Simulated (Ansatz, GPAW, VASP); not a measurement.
## One structure in several programs: SnPt (P1, 4 atoms in the cell)

Self-consistent single point.

```
SnPt
1.0
    4.14407     0.00000     0.00000
   -2.07204     3.58887     0.00000
    0.00000     0.00000     5.47558
Sn Pt
2 2
Cartesian
  2.04303   1.17629   4.07460
 -0.02728   2.43620   1.37612
  0.00713  -0.04605   2.72191
  0.04914   0.02243   0.04074
```

Shared settings, as Ansatz (a program for electronic structure) writes them: kpoints.mp_grid.grid = 5 5 4; scf.occupations.method = fermi_dirac; scf.occupations.width = 0.1 eV. Potentials and cutoffs stand in the table.

```
code                                                    model  pressure (GPa)  largest force (eV/Å)   cutoff
------  -----------------------------------------------------  --------------  --------------------  -------
GPAW    PBEsol, GPAW PAW datasets PBEsol (made by gpaw-setup)           -1.93                 0.879   600 eV
VASP               PBEsol, VASP's PBE PAW potentials (set 64)           -2.11                 0.886   300 eV
Ansatz                        PBEsol, PAW files made with PBE           -1.57                 0.890  default
```

Size of the force on each atom (eV/Å): Sizes of forces hide their directions.

```tsv
code	Sn1	Sn2	Pt3	Pt4
GPAW	0.427	0.640	0.745	0.879
VASP	0.434	0.650	0.749	0.886
Ansatz	0.433	0.648	0.754	0.890
```

On Ansatz's run: spin-orbit coupling is off. Spin polarisation is off.

The spread over the programs that give each value: pressure within 0.54 GPa; largest force within 0.011 eV/Å.

Ansatz's pressure is given at a fixed set of plane waves, as the other plane-wave codes print theirs; with its correction for the finite basis it is -1.53 GPa.

VASP's run is marked for a possible Pulay error in its stress at this cutoff; no cutoff test was made.

The starting cell comes from a database of computed structures (which also holds hypothetical and non-ambient phases and stackings), without a prior relaxation at this level. Its atoms were displaced at random from the sites of space group no. 194.

Left out of this page: Elk and SIESTA (not drawn, or without a comparable value).

Keys are those of Ansatz 0.2.
